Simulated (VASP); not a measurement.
# Nb2SnSe (P6_3/mmc) in VASP: density of states with PBE

Aim: the density of states of Nb2SnSe with PBE.

Program: VASP 6.6.1. These are calculated values, not measurements. Logs are shortened: lines on timing, memory, paths and dates and some standing lists are left out, and cuts for length are marked.

## Step 1: The structure

It takes space group P6_3/mmc (No. 194, hexagonal). The conventional cell has a = 3.229 Å, b = 3.229 Å, c = 16.920 Å, α = 90.00°, β = 90.00°, γ = 120.00°. Around Nb (site symmetry 3m) lie 3 Se at 2.63 Å and 3 Sn at 3.01 Å. Sn (site symmetry -3m) has 6 Nb at 3.01 Å and 6 Sn at 3.23 Å as nearest neighbours. Se (site symmetry -6m2) is surrounded by 6 Nb at 2.63 Å.

The cell was built by a generator and needn't be a form met in nature.

## Step 2: Density of states, PBE

POSCAR reads:

```
Nb2SnSe
1.0
    3.2286210000      0.0000000000      0.0000000000
   -1.6143110000      2.7960680000      0.0000000000
    0.0000000000      0.0000000000     16.9196200000
Nb Sn Se
4 2 2
Direct
    0.3333330000      0.6666670000      0.3600470000
    0.3333330000      0.6666670000      0.1399530000
    0.6666670000      0.3333330000      0.8600470000
    0.6666670000      0.3333330000      0.6399530000
    0.0000000000      0.0000000000      0.5000000000
    0.0000000000      0.0000000000      0.0000000000
    0.6666670000      0.3333330000      0.2500000000
    0.3333330000      0.6666670000      0.7500000000
```

INCAR.step1 reads:

```
SYSTEM = Nb2SnSe
ALGO     = Normal         ! electronic algorithm
EDIFF    = 1E-6           ! SCF threshold, eV
ENCUT    = 520            ! plane-wave cutoff, eV
GGA      = PE             ! functional
ISIF     = 2              ! what is computed and relaxed
ISMEAR   = 0              ! smearing method
KPAR     = 4            
LASPH    = .TRUE.         ! aspherical terms in the spheres
LCHARG   = .TRUE.         ! write CHGCAR
LMAXMIX  = 4              ! l up to which the mixer works
LREAL    = .FALSE.        ! projectors in reciprocal space
LWAVE    = .FALSE.        ! write WAVECAR
NELM     = 80             ! most SCF steps
PREC     = Accurate       ! precision mode
SIGMA    = 0.1            ! smearing width, eV
```

KPOINTS.step1 reads:

```
k-points
0
G
  10 10 2
  0 0 0
```

INCAR.step2 reads:

```
SYSTEM = Nb2SnSe
ALGO     = Normal         ! electronic algorithm
EDIFF    = 1E-6           ! SCF threshold, eV
ENCUT    = 520            ! plane-wave cutoff, eV
GGA      = PE             ! functional
ICHARG   = 11             ! starting density
ISIF     = 2              ! what is computed and relaxed
ISMEAR   = -5             ! smearing method
KPAR     = 4            
LASPH    = .TRUE.         ! aspherical terms in the spheres
LCHARG   = .FALSE.        ! write CHGCAR
LMAXMIX  = 4              ! l up to which the mixer works
LORBIT   = 11             ! projections on sites
LREAL    = .FALSE.        ! projectors in reciprocal space
LWAVE    = .FALSE.        ! write WAVECAR
NEDOS    = 2001           ! points of the DOS
NELM     = 80             ! most SCF steps
PREC     = Accurate       ! precision mode
SIGMA    = 0.1            ! smearing width, eV
```

KPOINTS.step2 reads:

```
k-points
0
G
  15 15 3
  0 0 0
```

Potentials or basis: VASP PAW PBE potentials, release 64 (Nb_sv, Sn_d, Se).

Run with:

```
> cat potpaw_PBE.64/Nb_sv/POTCAR potpaw_PBE.64/Sn_d/POTCAR potpaw_PBE.64/Se/POTCAR > POTCAR
> cp INCAR.step1 INCAR
> cp KPOINTS.step1 KPOINTS
> mpirun -np 4 vasp_std > vasp.out
> cp INCAR.step2 INCAR
> cp KPOINTS.step2 KPOINTS
> mpirun -np 4 vasp_std > vasp.out
```

OUTCAR:

```text
SYSTEM = Nb2SnSe
   EDIFF = 1E-6
   ENCUT = 520
   GGA = PE
   ICHARG = 11
   ISIF = 2
   ISMEAR = -5
   LASPH = .TRUE.
   LORBIT = 11
   LREAL = .FALSE.
   NELM = 80
   PREC = Accurate

 ion  position               nearest neighbor table
   1  0.333  0.667  0.360-   7 2.63   7 2.63   7 2.63   5 3.01   5 3.01   5 3.01
   2  0.333  0.667  0.140-   7 2.63   7 2.63   7 2.63   6 3.01   6 3.01   6 3.01
   3  0.667  0.333  0.860-   8 2.63   8 2.63   8 2.63   6 3.01   6 3.01   6 3.01
   4  0.667  0.333  0.640-   8 2.63   8 2.63   8 2.63   5 3.01   5 3.01   5 3.01
   5  0.000  0.000  0.500-   1 3.01   4 3.01   4 3.01   1 3.01   4 3.01   1 3.01
   6  0.000  0.000  0.000-   2 3.01   3 3.01   3 3.01   2 3.01   3 3.01   2 3.01
   7  0.667  0.333  0.250-   1 2.63   2 2.63   1 2.63   2 2.63   1 2.63   2 2.63
   8  0.333  0.667  0.750-   3 2.63   4 2.63   3 2.63   4 2.63   3 2.63   4 2.63

  LATTYP: Found a hexagonal cell.
 ALAT       =     3.2286210000
 C/A-ratio  =     5.2405098028

  Lattice vectors:

 A1 = (   3.2286210000,   0.0000000000,   0.0000000000)
 A2 = (  -1.6143110000,   2.7960680000,   0.0000000000)
 A3 = (   0.0000000000,   0.0000000000,  16.9196200000)

Analysis of symmetry for initial positions (statically):
=====================================================================
 Subroutine PRICEL returns:
 Original cell was already a primitive cell.

 Routine SETGRP: Setting up the symmetry group for a
 hexagonal supercell.

 Subroutine GETGRP returns: Found 24 space group operations
 (whereof 12 operations were pure point group operations)
 out of a pool of 24 trial point group operations.

The static configuration has the point symmetry D_3d.
 The point group associated with its full space group is D_6h.

Analysis of symmetry for dynamics (positions and initial velocities):
=====================================================================
 Subroutine PRICEL returns:
 Original cell was already a primitive cell.

 Routine SETGRP: Setting up the symmetry group for a
 hexagonal supercell.

 Subroutine GETGRP returns: Found 24 space group operations
 (whereof 12 operations were pure point group operations)
 out of a pool of 24 trial point group operations.

The dynamic configuration has the point symmetry D_3d.
 The point group associated with its full space group is D_6h.

 Subroutine INISYM returns: Found 24 space group operations
 (whereof 12 operations are pure point group operations),
 and found     1 'primitive' translations

[... 126 lines left out ...]
   IMIX   =      4    mixing-type and parameters
     AMIX     =   0.40;   BMIX     =  1.00
     AMIX_MAG =   1.60;   BMIX_MAG =  1.00
  volume/ion in A,a.u.               =      19.09       128.84
  Fermi-wavevector in a.u.,A,eV,Ry     =   1.382565  2.612669 26.007355  1.911487
  Thomas-Fermi vector in A             =   2.507245
   LORBIT       =     11    0 simple, 1 ext, 2 COOP (PROOUT), +10 PAW based schemes
   GGA     = PE    functional components
   LHFCALC =     F    Hartree Fock is set to
   AEXX    =    0.0000 exact exchange contribution
   IVDW    =     0    specifies the selected vdW correction
   LEPSILON=     F    determine dielectric tensor
   LRPA    =     F    only Hartree local field effects (RPA)
 non-spin polarized calculation
 Fermi weights with tetrahedron method with Bloechl corrections
  energy-cutoff  :      520.00
  volume of cell :      152.74
 maximum number of plane-waves:      4167

 number of electron      91.9999995 magnetization

 Free energy of the ion-electron system (eV)
  ---------------------------------------------------
  ext. energy  EPLUGINS =         0.00000000
  ---------------------------------------------------
  free energy    TOTEN  =       -57.44747179 eV

  energy without entropy =      -57.44747179  energy(sigma->0) =      -57.44747179

 E-fermi :  10.5994     XC(G=0): -11.8211

 val. band max:       10.5812122035   @ k =   0.3333   0.0667   0.0000
 cond. band min:      10.5439916907   @ k =   0.1333   0.0000   0.0000
 fundamental gap:     -0.0372205128
 Fermi energy:        10.5994488822

 k-point     1 :       0.0000    0.0000    0.0000
  band No.  band energies     occupation
      1     -44.6676      2.00000
      2     -44.6675      2.00000
      3     -44.6649      2.00000
      4     -44.6647      2.00000
      5     -20.9219      2.00000
      6     -20.9166      2.00000
[... 1381 lines left out ...]
     54      13.0048      0.00000
     55      13.0337      0.00000

 [... further k-points ...]

------------------------ aborting loop because EDIFF is reached ----------------------------------------

  FORCE on cell =-STRESS in cart. coord.  units (eV):
  Direction    XX          YY          ZZ          XY          YZ          ZX
  --------------------------------------------------------------------------------------
  -------------------------------------------------------------------------------------
  Total       -0.0420243     -0.0420243      0.0548357      0.0000000      0.0000000      0.0000000
  in kB       -0.4408141     -0.4408141      0.5751994      0.0000001      0.0000000      0.0000000
  external PRESSURE =      -0.1021429 kB  Pullay stress =       0.0000000 kB

 VOLUME and BASIS-vectors are now :
 -----------------------------------------------------------------------------
  energy-cutoff  :      520.00
  volume of cell :      152.74
      direct lattice vectors                 reciprocal lattice vectors
     3.228621000  0.000000000  0.000000000     0.309729758  0.178822602  0.000000000
    -1.614311000  2.796068000  0.000000000     0.000000000  0.357645093  0.000000000
     0.000000000  0.000000000 16.919620000     0.000000000  0.000000000  0.059102982

 POSITION                                       TOTAL-FORCE (eV/Angst)
 -----------------------------------------------------------------------------------
     -0.00000      1.86405      6.09186        -0.000000      0.000000      0.016162
     -0.00000      1.86405      2.36795        -0.000000      0.000000     -0.016162
      1.61431      0.93202     14.55167         0.000000     -0.000000      0.016162
      1.61431      0.93202     10.82776         0.000000     -0.000000     -0.016162
      0.00000      0.00000      8.45981        -0.000000      0.000000     -0.000000
      0.00000      0.00000      0.00000        -0.000000      0.000000     -0.000000
      1.61431      0.93202      4.22990        -0.000000     -0.000000     -0.000000
     -0.00000      1.86405     12.68971        -0.000000      0.000000     -0.000000
 -----------------------------------------------------------------------------------
    total drift:                                0.000000      0.000000      0.000000

  FREE ENERGIE OF THE ION-ELECTRON SYSTEM (eV)
  ---------------------------------------------------
  free  energy   TOTEN  =       -57.4474717919 eV

  energy  without entropy=      -57.4474717919  energy(sigma->0) =      -57.44747179

 total charge

# of ion       s       p       d       tot
------------------------------------------
    1        2.143   5.986   2.489  10.618
    2        2.143   5.986   2.489  10.618
    3        2.143   5.986   2.489  10.618
    4        2.143   5.986   2.489  10.618
    5        1.151   1.202  10.017  12.370
    6        1.151   1.202  10.017  12.370
    7        1.432   2.437   0.112   3.981
    8        1.432   2.437   0.112   3.981
--------------------------------------------------
tot         13.740  31.223  30.211  75.174
```

OUTCAR.step1:

```text
SYSTEM = Nb2SnSe
   EDIFF = 1E-6
   ENCUT = 520
   GGA = PE
   ISIF = 2
   ISMEAR = 0
   LASPH = .TRUE.
   LREAL = .FALSE.
[... 1639 lines left out ...]
      0.00000      0.00000      0.00000         0.000000      0.000000      0.000000
      1.61431      0.93202      4.22990         0.000000     -0.000000     -0.000000
     -0.00000      1.86405     12.68971         0.000000      0.000000      0.000000
 -----------------------------------------------------------------------------------
    total drift:                               -0.000000     -0.000000      0.000000

  FREE ENERGIE OF THE ION-ELECTRON SYSTEM (eV)
  ---------------------------------------------------
  free  energy   TOTEN  =       -57.4425778969 eV

  energy  without entropy=      -57.3987008797  energy(sigma->0) =      -57.42063939
```

It took 2.8 min on 4 MPI ranks of Intel Xeon Platinum 8375C at 2.90GHz (Ice Lake), shared host; peak memory 0.49 GiB.

Results:

```yaml
Valence_electrons_inside_the_program's_atomic_spheres: Nb 10.62; Sn 12.37; Se 3.98
```

Levels at points of the mesh, in eV from the Fermi level:
```
           k point  band 42  band 43  band 44  band 45  band 46  band 47  band 48  band 49  band 50  band 51
(0.00, 0.00, 0.00)    -0.83    -0.42    -0.42    -0.34    -0.34     0.37     0.37     0.38     0.38     1.29
```

States per cell in windows of 1 eV (zero at the Fermi level; states under -8 eV left out):
```csv
from (eV),total,Nb1_d,Nb2_d,Nb3_d,Nb4_d,Se7_p,Se8_p
-8.0,1.62,0.02,0.02,0.02,0.02,0.15,0.15
-7.0,4.24,0.08,0.08,0.08,0.08,0.54,0.54
-6.0,3.96,0.15,0.15,0.15,0.15,0.70,0.70
-5.0,2.20,0.07,0.07,0.07,0.07,0.25,0.25
-4.0,4.62,0.20,0.20,0.20,0.20,0.40,0.40
-3.0,6.79,0.56,0.56,0.56,0.56,0.29,0.29
-2.0,5.49,0.66,0.66,0.66,0.66,0.06,0.06
-1.0,5.55,0.76,0.76,0.76,0.76,0.05,0.05
0.0,6.65,0.99,0.99,0.99,0.99,0.05,0.05
1.0,6.40,1.00,1.00,1.00,1.00,0.08,0.08
2.0,4.99,0.77,0.77,0.77,0.77,0.11,0.11
3.0,0.01,0.00,0.00,0.00,0.00,0.00,0.00
4.0,0.00,0.00,0.00,0.00,0.00,0.00,0.00
```

Caveat: tetrahedron occupations give inexact forces and stress in metals.
